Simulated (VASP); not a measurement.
# How a change of volume changes TiO2 (P4_2/mnm), part 2 of 3

Strain engineering needs slopes: what does a change of volume do to the lattice and the band edges of TiO2?

VASP 6.6.1, plane waves and PAW; the level of theory is named at each step.

So far: Set-up; Relax the crystal, LDA; Relax at fixed volume, LDA.

### Step 4. Dielectric response, LDA

Linear response gives the dielectric tensors, Born charges and zone-centre modes.

Level: LDA, no spin polarisation; plane waves and PAW (Ti_sv, O).

INCAR

```
SYSTEM = TiO2
PREC = Accurate
ENCUT = 600
EDIFF = 1E-08
NELM = 120
ISMEAR = 0
SIGMA = 0.02
LREAL = .FALSE.
ALGO = Normal
GGA = CA
NBANDS = 30
LASPH = .TRUE.
LWAVE = .FALSE.
LCHARG = .FALSE.
KPAR = 4
LEPSILON = .TRUE.
IBRION = 8
NSW = 1
```

POSCAR

```
TiO2
1.0
    4.4791887045      0.0000000000      0.0000000000
    0.0000000000      4.4791887045      0.0000000000
    0.0000000000      0.0000000000      2.8974058716
Ti O
2 4
Direct
    0.0000000000      0.0000000000      0.0000000000
    0.5000000000      0.5000000000      0.5000000000
    0.3027287548      0.3027287548      0.0000000000
    0.1972712452      0.8027287548      0.5000000000
    0.6972712452      0.6972712452      0.0000000000
    0.8027287548      0.1972712452      0.5000000000
```

KPOINTS

```
Automatic mesh
0
Gamma
8 8 11
0 0 0
```

Potentials, in the order of the species: Ti_sv and O (LDA family, release 64).

The run is started by

```bash
$ mpirun -np 4 vasp_std
```

Log:

```text
[... set-up lines as in an earlier step ...]
 entering main loop
       N       E                     dE             d eps       ncg     rms          rms(c)
DAV:   1     0.702555258678E+03    0.70256E+03   -0.26909E+04  5400   0.211E+03
DAV:   2     0.441691724137E+02   -0.65839E+03   -0.62619E+03  5624   0.593E+02
DAV:   3    -0.698218079593E+02   -0.11399E+03   -0.11009E+03  8184   0.214E+02
DAV:   4    -0.749999872201E+02   -0.51782E+01   -0.51707E+01  7378   0.467E+01
[...]
DAV:  15    -0.587012387566E+02   -0.68320E-06   -0.37401E-06  6352   0.143E-02    0.306E-03
DAV:  16    -0.587012387005E+02    0.56081E-07   -0.42323E-07  7204   0.516E-03    0.182E-03
DAV:  17    -0.587012387012E+02   -0.63756E-09   -0.96489E-08  5804   0.262E-03
   1 F= -.58701239E+02 E0= -.58701239E+02  d E =-.224524E-60
 Linear response reoptimize wavefunctions to high precision
DAV:   1    -0.587012387000E+02    0.12187E-08   -0.87975E-09  4352   0.762E-04
DAV:   2    -0.587012387000E+02   -0.56389E-10   -0.11370E-09  2820   0.270E-04
DAV:   3    -0.587012387001E+02   -0.10277E-09   -0.31853E-10  2826   0.129E-04
 Linear response G [H, r] |phi>, progress :
  Direction:   1
       N       E                     dE             d eps       ncg     rms
RMM:   1    -0.228008211983E+03   -0.22801E+03   -0.38027E+03  6102   0.104E+03
RMM:   2    -0.181099707195E+03    0.46909E+02   -0.20169E+02  9760   0.932E+01
RMM:   3    -0.188201154793E+03   -0.71014E+01   -0.47034E+01 12812   0.305E+01
RMM:   4    -0.189237997569E+03   -0.10368E+01   -0.94484E+00 14021   0.128E+01
[...]
RMM:  40    -0.189583345299E+03   -0.80278E-07   -0.17903E-05  8023   0.110E-03
RMM:  41    -0.189583345346E+03   -0.46729E-07   -0.40917E-05  7926   0.107E-03
RMM:  42    -0.189583345302E+03    0.44306E-07   -0.54646E-05  7909   0.104E-03
 Linear response G [H, r] |phi>, progress :
  Direction:   2
       N       E                     dE             d eps       ncg     rms
RMM:   1    -0.231006545943E+03   -0.23101E+03   -0.37503E+03  6085   0.104E+03
 LRF_COMMUTATOR internal error: the vector H(1)-e(1) S(1) |phi(0)> is not orthog
 onal to |phi(0)> (-1.113475249500343E-004,-2.747801985947262E-015)
 LRF_COMMUTATOR internal error: the vector H(1)-e(1) S(1) |phi(0)> is not orthog
 onal to |phi(0)> (1.113475249027041E-004,-1.068589661201713E-015)
 LRF_COMMUTATOR internal error: the vector H(1)-e(1) S(1) |phi(0)> is not orthog
 onal to |phi(0)> (-1.066604673692290E-004,7.494005416219807E-016)
 LRF_COMMUTATOR internal error: the vector H(1)-e(1) S(1) |phi(0)> is not orthog
 onal to |phi(0)> (1.066604669961359E-004,1.360023205165817E-015)
 LRF_COMMUTATOR internal error: the vector H(1)-e(1) S(1) |phi(0)> is not orthog
 onal to |phi(0)> (-1.344154937802378E-004,1.665334536937735E-016)
 LRF_COMMUTATOR internal error: the vector H(1)-e(1) S(1) |phi(0)> is not orthog
[...]
RMM:  26    -0.773059000116E+00    0.35140E-08   -0.11151E-06 25171   0.159E-04    0.650E-05
RMM:  27    -0.773058987662E+00    0.12454E-07   -0.83623E-07 22239   0.138E-04    0.682E-05
RMM:  28    -0.773058989657E+00   -0.19947E-08   -0.81426E-07 24477   0.120E-04    0.699E-05
 first order change of Fermi-energy  -0.40748E-03
 force on displaced ion       1 direction 1 : -19.866   3.245   0.000
 Born effective charge ion    1 direction 1 :   6.461   1.015   0.000
 Linear response progress:
  Degree of freedom:   2/  4
       N       E                     dE             d eps       ncg     rms          rms(c)
RMM:   1    -0.710829671921E+00   -0.71083E+00    0.10033E+01  7848   0.978E+01
RMM:   2    -0.677333918657E+00    0.33496E-01   -0.16032E-01 12743   0.287E+00    0.304E-01
RMM:   3    -0.675621334822E+00    0.17126E-02   -0.34112E-02 15091   0.822E-01    0.151E-01
RMM:   4    -0.675649292559E+00   -0.27958E-04   -0.12443E-02 16152   0.391E-01    0.297E-02
[...]
RMM:  19    -0.677239509945E+00   -0.17274E-06    0.63582E-07 17241   0.758E-04    0.364E-04
RMM:  20    -0.677239435906E+00    0.74039E-07    0.69915E-07 15760   0.643E-04    0.356E-04
RMM:  21    -0.677239133245E+00    0.30266E-06    0.52595E-07 17794   0.597E-04    0.304E-04
 first order change of Fermi-energy   0.17794E-02
 force on displaced ion       1 direction 3 :   0.000   0.000  -3.994
 Born effective charge ion    1 direction 3 :   0.000   0.000   7.545
 Linear response progress:
  Degree of freedom:   3/  4
       N       E                     dE             d eps       ncg     rms          rms(c)
RMM:   1    -0.386628157093E+00   -0.38663E+00    0.97126E-02 27933   0.332E+00
RMM:   2    -0.367434823932E+00    0.19193E-01   -0.22813E-02 22139   0.919E-01    0.278E-01
RMM:   3    -0.369316674131E+00   -0.18819E-02   -0.47998E-03 23224   0.406E-01    0.184E-01
RMM:   4    -0.370411900615E+00   -0.10952E-02   -0.17948E-03 25476   0.213E-01    0.812E-02
[...]
RMM:  16    -0.371268316352E+00   -0.14160E-06   -0.29472E-07 28637   0.230E-04    0.481E-05
RMM:  17    -0.371268294968E+00    0.21385E-07    0.13125E-07 30833   0.126E-04    0.330E-05
RMM:  18    -0.371268288063E+00    0.69042E-08   -0.26031E-08 29767   0.781E-05    0.590E-06
 first order change of Fermi-energy  -0.14005E-01
 force on displaced ion       3 direction 1 : -13.825  -8.795   0.000
 Born effective charge ion    3 direction 1 :  -3.230  -1.847   0.000
 Linear response progress:
  Degree of freedom:   4/  4
       N       E                     dE             d eps       ncg     rms          rms(c)
RMM:   1    -0.370935022784E+00   -0.37094E+00    0.12685E-01 25957   0.338E+00
RMM:   2    -0.353067866487E+00    0.17867E-01   -0.25590E-02 21941   0.919E-01    0.214E-01
RMM:   3    -0.355624495978E+00   -0.25566E-02   -0.52167E-03 25289   0.346E-01    0.110E-01
RMM:   4    -0.357517697921E+00   -0.18932E-02   -0.16271E-03 25591   0.193E-01    0.325E-02
[...]
RMM:  17    -0.357858394771E+00    0.14473E-07   -0.25544E-07 30275   0.332E-05    0.284E-06
RMM:  18    -0.357858382747E+00    0.12024E-07   -0.11395E-07 29139   0.191E-05    0.124E-06
RMM:  19    -0.357858382707E+00    0.40358E-10   -0.86038E-08 29054   0.111E-05    0.529E-07
 first order change of Fermi-energy  -0.50371E-03
 force on displaced ion       3 direction 3 :   0.022   0.022 -10.381
 Born effective charge ion    3 direction 3 :  -0.001  -0.001  -3.773
 Born effective charges drift removed
 Linear response finished
```

Elapsed: 45 min, on 4 MPI ranks of AMD EPYC 7R32 (Zen 2), shared host; peak memory 3.9 GiB.

Parts of OUTCAR (step 4):

```text
  LATTYP: Found a simple tetragonal cell.
 ALAT       =     4.4791887045
 C/A-ratio  =     0.6468595236

 Subroutine GETGRP returns: Found 16 space group operations
 (whereof  8 operations were pure point group operations)

The static configuration has the point symmetry D_2h.
 The point group associated with its full space group is D_4h.

 Found     90 irreducible k-points:

   k-points           NKPTS =     90   k-points in BZ     NKDIM =     90   number of bands    NBANDS=     30

   dimension x,y,z NGX =    36 NGY =   36 NGZ =   24
   dimension x,y,z NGXF=    72 NGYF=   72 NGZF=   48

   ENCUT  =  600.0 eV  44.10 Ry    6.64 a.u.   8.95  8.95  5.79*2*pi/ulx,y,z

   NELECT =      48.0000    total number of electrons

  Total        3.9695625      3.9695625      3.9642643      0.0000000      0.0000000      0.0000000
  in kB      109.4070170    109.4070170    109.2609908      0.0000000      0.0000000      0.0000000
  external PRESSURE =     109.3583416 kB  Pullay stress =       0.0000000 kB

  energy-cutoff  :      600.00
  volume of cell :       58.13
      direct lattice vectors                 reciprocal lattice vectors
     4.479188705  0.000000000  0.000000000     0.223254716  0.000000000  0.000000000
     0.000000000  4.479188705  0.000000000     0.000000000  0.223254716  0.000000000
     0.000000000  0.000000000  2.897405872     0.000000000  0.000000000  0.345136320

 POSITION                                       TOTAL-FORCE (eV/Angst)
 -----------------------------------------------------------------------------------
      0.00000      0.00000      0.00000         0.000000      0.000000      0.000000
      2.23959      2.23959      1.44870         0.000000      0.000000      0.000000
      1.35598      1.35598      0.00000         0.000266      0.000266     -0.000000
      0.88362      3.59557      1.44870        -0.000266      0.000266      0.000000
      3.12321      3.12321      0.00000        -0.000266     -0.000266      0.000000
      3.59557      0.88362      1.44870         0.000266     -0.000266      0.000000
 -----------------------------------------------------------------------------------
    total drift:                                0.000000      0.000000      0.000000

 MACROSCOPIC STATIC DIELECTRIC TENSOR (including local field effects in DFT)
 ------------------------------------------------------
           7.594560     0.000000     0.000000
           0.000000     7.594560     0.000000
           0.000000     0.000000     8.697581
 ------------------------------------------------------

 PIEZOELECTRIC TENSOR (including local field effects)  for field in x, y, z        (C/m^2)
          XX          YY          ZZ          XY          YZ          ZX
  --------------------------------------------------------------------------------
  x     0.00000     0.00000     0.00000     0.00000     0.00000     0.00000
  y     0.00000     0.00000     0.00000     0.00000     0.00000     0.00000
  z     0.00000     0.00000     0.00000     0.00000     0.00000     0.00000

 BORN EFFECTIVE CHARGES (including local field effects) (in |e|, cummulative output)
 ---------------------------------------------------------------------------------
 ion    1
    1     6.45944     1.02174     0.00000
    2     1.02174     6.45944     0.00000
    3     0.00000     0.00000     7.54635
 ion    2
    1     6.45944    -1.02174     0.00000
    2    -1.02174     6.45944     0.00000
    3     0.00000     0.00000     7.54635
 ion    3
    1    -3.22972    -1.84616     0.00000
    2    -1.84616    -3.22972     0.00000
    3     0.00000     0.00000    -3.77318
 ion    4
    1    -3.22972     1.84616     0.00000
    2     1.84616    -3.22972     0.00000
    3     0.00000     0.00000    -3.77318
 ion    5
    1    -3.22972    -1.84616     0.00000
    2    -1.84616    -3.22972     0.00000
    3     0.00000     0.00000    -3.77318
 ion    6
    1    -3.22972     1.84616     0.00000
    2     1.84616    -3.22972     0.00000
    3     0.00000     0.00000    -3.77318

 Eigenvectors and eigenvalues of the dynamical matrix
 ----------------------------------------------------

   1 f  =   26.053285 THz   163.697618 2PiTHz  869.044046 cm-1   107.747681 meV
             X         Y         Z           dx          dy          dz
      0.000000  0.000000  0.000000     0.000000   -0.000000   -0.000000
      2.239594  2.239594  1.448703    -0.000000   -0.000000    0.000000
      1.355979  1.355979  0.000000    -0.353553   -0.353553    0.000000
      0.883615  3.595574  1.448703    -0.353553    0.353553    0.000000
      3.123209  3.123209  0.000000     0.353553    0.353553    0.000000
      3.595574  0.883615  1.448703     0.353553   -0.353553   -0.000000

   2 f  =   19.740775 THz   124.034949 2PiTHz  658.481385 cm-1    81.641250 meV
             X         Y         Z           dx          dy          dz
      0.000000  0.000000  0.000000     0.000000    0.000000    0.000000
      2.239594  2.239594  1.448703     0.000000    0.000000   -0.000000
      1.355979  1.355979  0.000000    -0.353553   -0.353553   -0.000000
      0.883615  3.595574  1.448703     0.353553   -0.353553    0.000000
      3.123209  3.123209  0.000000     0.353553    0.353553   -0.000000
      3.595574  0.883615  1.448703    -0.353553    0.353553   -0.000000

   3 f  =   15.374100 THz    96.598316 2PiTHz  512.824760 cm-1    63.582138 meV
[...]
3.123209  3.123209  0.000000     0.000000   -0.000000   -0.016067
      3.595574  0.883615  1.448703    -0.000000    0.000000    0.706924

   6 f  =   14.865925 THz    93.405364 2PiTHz  495.873896 cm-1    61.480500 meV
             X         Y         Z           dx          dy          dz
      0.000000  0.000000  0.000000    -0.000000    0.000000    0.000000
      2.239594  2.239594  1.448703     0.000000   -0.000000    0.000000
      1.355979  1.355979  0.000000    -0.000000    0.000000    0.706924
      0.883615  3.595574  1.448703     0.000000   -0.000000    0.016067
      3.123209  3.123209  0.000000     0.000000    0.000000   -0.706924
      3.595574  0.883615  1.448703     0.000000   -0.000000   -0.016067

   7 f  =   13.208335 THz    82.990419 2PiTHz  440.582647 cm-1    54.625262 meV
             X         Y         Z           dx          dy          dz
      0.000000  0.000000  0.000000    -0.000000   -0.000000   -0.162663
      2.239594  2.239594  1.448703     0.000000    0.000000    0.162663
      1.355979  1.355979  0.000000     0.000000   -0.000000   -0.486591
      0.883615  3.595574  1.448703     0.000000    0.000000    0.486591
      3.123209  3.123209  0.000000    -0.000000    0.000000   -0.486591
      3.595574  0.883615  1.448703    -0.000000   -0.000000    0.486591

   8 f  =   12.801858 THz    80.436447 2PiTHz  427.024024 cm-1    52.944208 meV
             X         Y         Z           dx          dy          dz
      0.000000  0.000000  0.000000    -0.290545    0.484205    0.000000
      2.239594  2.239594  1.448703     0.345374   -0.518962   -0.000000
      1.355979  1.355979  0.000000     0.120215   -0.212084   -0.000000
      0.883615  3.595574  1.448703    -0.167784    0.242238   -0.000000
      3.123209  3.123209  0.000000     0.120215   -0.212084    0.000000
      3.595574  0.883615  1.448703    -0.167784    0.242238    0.000000

   9 f  =   12.801858 THz    80.436447 2PiTHz  427.024024 cm-1    52.944208 meV
             X         Y         Z           dx          dy          dz
      0.000000  0.000000  0.000000     0.518962    0.345374   -0.000000
      2.239594  2.239594  1.448703    -0.484205   -0.290545    0.000000
      1.355979  1.355979  0.000000    -0.242238   -0.167784   -0.000000
      0.883615  3.595574  1.448703     0.212084    0.120215    0.000000
      3.123209  3.123209  0.000000    -0.242238   -0.167784   -0.000000
      3.595574  0.883615  1.448703     0.212084    0.120215    0.000000

  10 f  =   12.684244 THz    79.697453 2PiTHz  423.100826 cm-1    52.457793 meV
             X         Y         Z           dx          dy          dz
      0.000000  0.000000  0.000000    -0.000000   -0.000000    0.000000
      2.239594  2.239594  1.448703    -0.000000    0.000000   -0.000000
      1.355979  1.355979  0.000000     0.353553   -0.353553    0.000000
      0.883615  3.595574  1.448703     0.353553    0.353553   -0.000000
      3.123209  3.123209  0.000000    -0.353553    0.353553    0.000000
      3.595574  0.883615  1.448703    -0.353553   -0.353553   -0.000000

  11 f  =    6.639052 THz    41.714394 2PiTHz  221.454937 cm-1    27.456901 meV
             X         Y         Z           dx          dy          dz
      0.000000  0.000000  0.000000     0.000000    0.000000    0.448812
      2.239594  2.239594  1.448703     0.000000    0.000000    0.448812
      1.355979  1.355979  0.000000    -0.000000   -0.000000   -0.386373
      0.883615  3.595574  1.448703    -0.000000   -0.000000   -0.386373
      3.123209  3.123209  0.000000    -0.000000   -0.000000   -0.386373
      3.595574  0.883615  1.448703    -0.000000   -0.000000   -0.386373

  12 f  =    5.410085 THz    33.992569 2PiTHz  180.461021 cm-1    22.374305 meV
             X         Y         Z           dx          dy          dz
      0.000000  0.000000  0.000000     0.059770    0.420280   -0.000000
      2.239594  2.239594  1.448703    -0.096557    0.427067    0.000000
      1.355979  1.355979  0.000000     0.166112   -0.372803    0.000000
      0.883615  3.595574  1.448703    -0.134309   -0.359760    0.000000
      3.123209  3.123209  0.000000     0.166112   -0.372803    0.000000
      3.595574  0.883615  1.448703    -0.134309   -0.359760   -0.000000

  13 f  =    5.410085 THz    33.992569 2PiTHz  180.461021 cm-1    22.374305 meV
             X         Y         Z           dx          dy          dz
      0.000000  0.000000  0.000000    -0.427067   -0.096557    0.000000
      2.239594  2.239594  1.448703    -0.420280    0.059770    0.000000
      1.355979  1.355979  0.000000     0.359760   -0.134309   -0.000000
      0.883615  3.595574  1.448703     0.372803    0.166112   -0.000000
      3.123209  3.123209  0.000000     0.359760   -0.134309   -0.000000
      3.595574  0.883615  1.448703     0.372803    0.166112   -0.000000
    [... 43 further lines ...]
      3.123209  3.123209  0.000000    -0.000000   -0.000000    0.317358
      3.595574  0.883615  1.448703    -0.000000   -0.000000    0.317358

 MACROSCOPIC STATIC DIELECTRIC TENSOR IONIC CONTRIBUTION
 ------------------------------------------------------
          85.310213     0.000000     0.000000
           0.000000    85.310213    -0.000000
           0.000000    -0.000000   102.234195
 ------------------------------------------------------

 ELASTIC MODULI CONTR FROM IONIC RELAXATION (kBar)
 Direction    XX          YY          ZZ          XY          YZ          ZX
 --------------------------------------------------------------------------------
 XX        -931.0541    878.6253    -87.0712     -0.0000      0.0000      0.0000
 YY         878.6253   -931.0541    -87.0712      0.0000     -0.0000     -0.0000
 ZZ         -87.0712    -87.0712   -289.2071      0.0000      0.0000     -0.0000
 XY          -0.0000      0.0000     -0.0000    -42.4158      0.0000      0.0000
 YZ           0.0000     -0.0000      0.0000      0.0000   -512.8544      0.0000
 ZX           0.0000     -0.0000     -0.0000      0.0000      0.0000   -379.6678
 --------------------------------------------------------------------------------

 PIEZOELECTRIC TENSOR IONIC CONTR  for field in x, y, z        (C/m^2)
          XX          YY          ZZ          XY          YZ          ZX
  --------------------------------------------------------------------------------
  x    -0.00000     0.00000    -0.00000     0.00000    -0.00000    -0.00000
  y     0.00000    -0.00000     0.00000     0.00000     0.00000     0.00000
  z     0.00000    -0.00000    -0.00000     0.00000    -0.00000     0.00000

[... 3 further parts left out ...]
```

Read from the output:

| Property | Result |
| --- | --- |
| ε∞, diagonal | 7.59, 7.59, 8.70 |

[end of part 2 of 3]

[Lines on the potential files, build, host, timing and source positions are cut from VASP's logs without a mark.]

[Logs are printed without paths, hosts, clocks, repeated set-up lines and the standing remarks that a program may print on its own settings, such as how far it seeks lower states.]

[Hosts, paths, dates, database ids (printed as entryN), source tags and the programs' standing remarks are cut or masked in the printed files.]

[In band tables of VASP the shares of atoms and orbitals are scaled to a sum of 1 inside the atoms' spheres.]
